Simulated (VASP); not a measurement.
Input of a VASP 6.6.1 run:

Contents of INCAR:

```
SYSTEM = AlN
PREC = Accurate
ENCUT = 520
EDIFF = 1E-7
ISMEAR = 0
SIGMA = 0.02
LREAL = .False.
LASPH = .True.
NELM = 100
ALGO = Normal
ISIF = 3
LWAVE = .False.
LCHARG = .False.
IBRION = 2
NSW = 80
EDIFFG = -0.002
```

Contents of KPOINTS:

```
regular mesh
0
Gamma
  12 12 12
  0 0 0
```

The input POSCAR:

```
AlN                                     
1.0
   -0.0000000000      2.1733656539      2.1733656539
    2.1733656539      0.0000000000      2.1733656539
    2.1733656539      2.1733656539      0.0000000000
  Al              N             
     1     1
Direct
     0.0000000000000000    0.0000000000000000    0.0000000000000000
     0.7500000000000000    0.7500000000000000    0.7500000000000000
```

Potentials or basis: VASP PAW LDA potentials, release 64 (Al, N).

The run is started by

```sh
$ cat potpaw_LDA.64/Al/POTCAR potpaw_LDA.64/N/POTCAR > POTCAR
$ mpirun -np 1 vasp_std > vasp.out
```

**Question.** Predict the band gap on the k mesh.

**Answer.** 3.23 eV, indirect (least direct gap 4.37 eV).

Final structure:
```
Al N
1.0
     0.00000    2.17337    2.17337
     2.17337    0.00000    2.17337
     2.17337    2.17337    0.00000
Al N
1 1
Direct
  0.00000 0.00000 0.00000
  0.75000 0.75000 0.75000
```

Caveat: the relaxation stopped at its first step, so nothing moved. A k mesh can miss the band edges.
